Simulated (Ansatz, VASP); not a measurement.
# Si2Mo in two plane-wave programs

One calculation is typed for both programs; each brings its own data sets. How far apart do they land? The cell is taken from a series of runs on this material, whose earlier steps may have relaxed, scaled, displaced or heated it; both programs get it as it stands.

Calculated with Ansatz 0.2.0; plane waves, with VASP 6.6.1 beside it; zone-centre phonons at PBEsol.

**1. Set-up**

The structure is tetragonal, space group I4/mmm (No. 139). Conventional cell: a = 3.179 Å, b = 3.179 Å, c = 7.977 Å, α = 90.00°, β = 90.00°, γ = 90.00°. Si has 5 Mo at 2.60 to 2.68 Å and 5 Si at 2.62 to 2.63 Å nearest. Nearest to Mo lie 10 Si at 2.60 to 2.68 Å. Farther neighbours are not listed.

**2. Ansatz: zone-centre phonons, PBEsol**

Ansatz runs on its PAW soft_1 files.

Second derivatives magnify differences that forces hide, and they need a tight electronic threshold.

The input, input.yaml:

```yaml
crystal:
  lattice:
    - [-1.5896857727, 1.5896857727, 3.9884902955]
    - [1.5896857727, -1.5896857727, 3.9884902955]
    - [1.5896857727, 1.5896857727, -3.9884902955]
  atoms:
    - { symbol: Si, position: [0.3355870666, 0.3355870666, 0.0] }
    - { symbol: Si, position: [0.6644129334, 0.6644129334, 0.0] }
    - { symbol: Mo, position: [0.0, 0.0, 0.0] }
kpoints:
  mp_grid: { grid: [20, 20, 20] }
hamiltonian:
  xc: pbesol
  pseudopotentials: { kind: paw, azcp: { folder: soft_1 }, xc_functional: pbe }
scf:
  occupations: { method: methfessel_paxton, width: 0.2 }
output:
  eigenvalues: true
phonons:
  method: dfpt
```

Launch:

```sh
ansatz run input.yaml --threads 4 --pin off --max-ram 10240MiB --backend cpu --events-out ev --progress --plain --runs-dir out
```

Numbers of over 12 decimals in the logs are rounded to 6 here.

The program printed:

```text
zone centre: on kpoints.mp_grid the ground state, and the responses unless they are solved on pairs of k-points, stand on 1166 of the mesh's 8000 k-points, reduced under 4 symmetry operations, with k and −k counted as one. Each operation leaves every solved displacement unchanged or reverses it
Engine: ansatz 0.2.0, aarch64-unknown-linux-gnu
Pseudopotentials: kind: paw
Pseudopotential: Si, paw, valence charge 4, recommended cutoff 420 eV (normal), soft_1/Si.paw.azcp
Pseudopotential: Mo, paw, valence charge 14, recommended cutoff 420 eV (normal), soft_1/Mo.paw.azcp
Functional definition: PBEsol
  exchange = pbesol_x
  correlation = pbesol_c
Crystal: 3 atoms, lattice volume = 40.317 Å³
Basis set: ecut = 420 eV, 793 PW (Γ), exchange–correlation on 64×64×64 points (8 copies of the dense FFT grid, shifted against one another)
Bands: 15, of which v1, the nominal top of the filled ones, is band 11 counted from 1 (10 counted from 0)
Symmetry: 16 space group operations
k-points: 1166 of 8000 (irreducible under 4 space group operations, time reversal used)
Non-local potential: Si, projectors of the file, l = 0: 2, l = 1: 2, l = 2: 1
Non-local potential: Mo, projectors of the file, l = 0: 3, l = 1: 2, l = 2: 2, l = 3: 1
PAW form: soft (Blöchl's): semilocal exchange-correlation on the pseudo side does not see the compensation charge
PAW frozen core: Si, regenerated for the run's functional, and the local potential with it (the file was generated under x = pbe(κ = 0.804, μ = 0.219515), c = pbe(β = 0.066725))
PAW frozen core: Mo, regenerated for the run's functional, and the local potential with it (the file was generated under x = pbe(κ = 0.804, μ = 0.219515), c = pbe(β = 0.066725))
PAW one-centre angular grid: Si, 110 points (default); XC on 64 Gauss nodes
PAW one-centre angular grid: Mo, 590 points (default); XC on 64 Gauss nodes
Initial density: superposition of atomic densities (chi_scale 0.1, normalization cell, long waves kept (reshape's long-wave potential 0.00 eV rms))
Initial wavefunctions: pseudopotential atomic-orbital guess
Functional: x = pbesol(κ = 0.804, μ = 0.123457), c = pbesol(β = 0.046)
SCF iter   1: F=—  HF=-6143.550953 eV  |F-HF|=—  |Δ(HF+E_count)|=         —  Δρ=9.34e-2  dr2=5.30e0  ethr=3.10e-3  ⟨swp⟩=5.3  Hψ=100019  notcnv=0
preconditioner: auto → Kerker (q_TF=auto, 2.466 Å⁻¹)  [metal: Δε(μ)=0.008 eV  Ē_g=8.096 eV  σ=0.200 eV  W_gap=0.03  n_scr=10 (ndim 8)  ℏωp=21.9 eV  f_vac=0.000  D(μ)=0.72/eV (n_scr^D=2)]
SCF iter   2: F=—  HF=-6142.351539 eV  |F-HF|=—  |Δ(HF+E_count)|=    1.20e0  S|Δr|=    0.00e0  Δρ=3.10e-2  dr2=2.84e-1  ethr=3.10e-3  ⟨swp⟩=2.2  Hψ=43399  notcnv=0  defer=1
SCF iter   3: F=—  HF=-6142.295009 eV  |F-HF|=—  |Δ(HF+E_count)|=   5.65e-2  S|Δr|=    0.00e0  Δρ=1.49e-2  dr2=7.08e-2  ethr=1.29e-3  ⟨swp⟩=2.3  Hψ=24318  notcnv=0  defer=1
SCF iter   4: F=—  HF=-6142.277974 eV  |F-HF|=—  |Δ(HF+E_count)|=   1.70e-2  S|Δr|=    0.00e0  Δρ=2.58e-3  dr2=2.84e-3  ethr=3.22e-4  ⟨swp⟩=2.4  Hψ=25621  notcnv=0  defer=1
SCF iter   5: F=—  HF=-6142.277136 eV  |F-HF|=—  |Δ(HF+E_count)|=   8.39e-4  S|Δr|=    0.00e0  Δρ=2.93e-4  dr2=5.96e-5  ethr=1.29e-5  ⟨swp⟩=2.8  Hψ=28603  notcnv=0  defer=1
SCF iter   6: F=—  HF=-6142.277124 eV  |F-HF|=—  |Δ(HF+E_count)|=   1.13e-5  S|Δr|=    0.00e0  Δρ=2.68e-5  dr2=2.65e-7  ethr=2.71e-7  ⟨swp⟩=2.3  Hψ=23218  notcnv=0  defer=1
SCF iter   7: F=—  HF=-6142.277125 eV  |F-HF|=—  |Δ(HF+E_count)|=   4.17e-7  S|Δr|=    0.00e0  Δρ=4.70e-6  dr2=9.76e-9  ethr=1.20e-9  ⟨swp⟩=2.5  Hψ=29103  notcnv=0  defer=1
SCF iter   8: F=—  HF=-6142.277125 eV  |F-HF|=—  |Δ(HF+E_count)|=   1.68e-9  S|Δr|=    0.00e0  Δρ=6.42e-7  dr2=1.51e-10  ethr=4.43e-11  ⟨swp⟩=2.8  Hψ=29040  notcnv=0  defer=1
SCF iter   9: F=-6142.277125 eV  HF=-6142.277125 eV  |F-HF|=1.82e-12  |Δ(HF+E_count)|=  3.64e-11  S|Δr|=    0.00e0  Δρ=9.41e-8  dr2=4.06e-12  ethr=1.00e-12  ⟨swp⟩=5.3  Hψ=72500  notcnv=0
the search or the solves at the SCF's close seem to have found levels that the self-consistency loop had missed (the run counts 2). By its estimate they hold under 1e-12 electrons; where the run keeps them, the occupations were computed again with them
SCF 1 converged in 9 iterations: F = -6142.277125 eV  dr2 = 4.06e-12
  greatest PAW one-centre occupation: 0.999 electrons in one spin orbital (limit 2), on the Mo atom at site 2 (counted from 0), in its partial waves of l = 0
DFPT response loops at Γ: preconditioner auto → Kerker (q_TF=auto, 2.466 Å⁻¹) (partly filled bands, converged f_vac=0.000); β = 1.00, the filter's whole step (`scf.mixing.beta` (0.50) is not read by the response loops under this deck's `scf.mixing.preconditioner`; to damp them name `kerker` or `kerker_dos`, under which they read `scf.mixing.beta`, and type it under 1.00, their step now; both keys bind the ground state too); Broyden in place of MSR1
SCF converged after 9 iterations
Stability not checked: this state was not tested for a lower state beside it, because cold or Methfessel-Paxton smearing, or corrected tetrahedra, fill the levels in a way that the test cannot read (fill_not_monotonic; see scf.lower_state_search)
Free energy (F): -6142.277125 eV
Harris-Foulkes:  -6142.277125 eV  (|F-HF|=1.82e-12)
Internal energy: -6142.278196 eV  (E = F + TS)
E sigma→0 (E₀):  -6142.277392 eV
Entropy (-TS):   0.001071 eV (0.357 meV/atom)
Fermi energy:    15.880381 eV
--- Per-component energies (eV) ---
  E_band       = -48.975016
  E_kinetic    = 511.738955
  E_local      = -1138.585109  (includes V_loc(G=0)·N_el)
  E_nonlocal   = 194.594352
  E_hartree    = 434.047830
  E_xc         = -291.417518
  E_vxc        = -320.652083  (∫ρ·V_xc dr)
  E_paw        = -4149.876300  (= ΣΔE_a)
  E_vpaw       = -164.166896  (= ΣTr[D̂ρ^β])
  E_aug_tail   = 0.000122  (compensation charges beyond the density's cutoff)
  E_ewald      = -1703.052949
  E_core_change = 0.272421  (= ΣΔE_core)
  E_smearing   = 0.001071  (= −TS)
  E_closure    = 0.000000  (closes the sum)
  Σ components = -6142.277125   (vs F -6142.277125, Δ=0.00e0)
--- Band table (eV; the first three rows and the last of 1166) ---
  k-point 0: bands = [... 7 lower, 12.7134, 13.3415, 13.3415, 16.3181, 19.0541, 19.1378, 19.4907, 19.4907]
  k-point 1: bands = [... 7 lower, 12.7373, 13.1297, 13.6043, 16.0130, 18.8187, 19.1994, 19.3368, 19.5246]
  k-point 2: bands = [... 7 lower, 12.6029, 12.8107, 14.0581, 15.2563, 18.3389, 19.2437, 19.4229, 19.6071]
  k-point 1165: bands = [... 7 lower, 13.6613, 15.2371, 15.2371, 15.5379, 15.5379, 16.4324, 20.1476, 20.8223]
--- Phonons (Γ-DFPT): 4 representative perturbations + reference, on 1166 of 8000 k-points (Σ response iterations 12) ---
  k mesh reduced under 4 symmetry operations, with k and −k counted as one. Each operation leaves every solved displacement unchanged or reverses it
  ASR residual: 3.102e-5 → 0.000e0 eV/Å²; symmetrization residual: 2.222e-6 eV/Å²
  ASR residual per site (eV/Å²): 3.09e-5 3.09e-5 3.10e-5
  Γ frequencies (cm⁻¹): 0.00 0.00 0.00 276.23 276.23 295.40 328.12 328.12 411.23
  non-analytic LO–TO correction: not included (Born effective charges unavailable; polar crystals: no LO–TO splitting at Γ)
```

Reading the cycles: dr2 is the Hartree energy of the density residual (eV), the measure of convergence; HF is the Harris–Foulkes estimate of the energy, which meets the free energy F at convergence.

(Continued in part 2 of 2.)

[Lines on the potential files, build, host, timing and source positions are cut from VASP's logs without a mark.]

[Logs are printed without paths, hosts, clocks, repeated set-up lines and the standing remarks that a program may print on its own settings, such as how far it seeks lower states.]

[Hosts, paths, dates, database ids (printed as entryN), source tags and the programs' standing remarks are cut or masked in the printed files.]
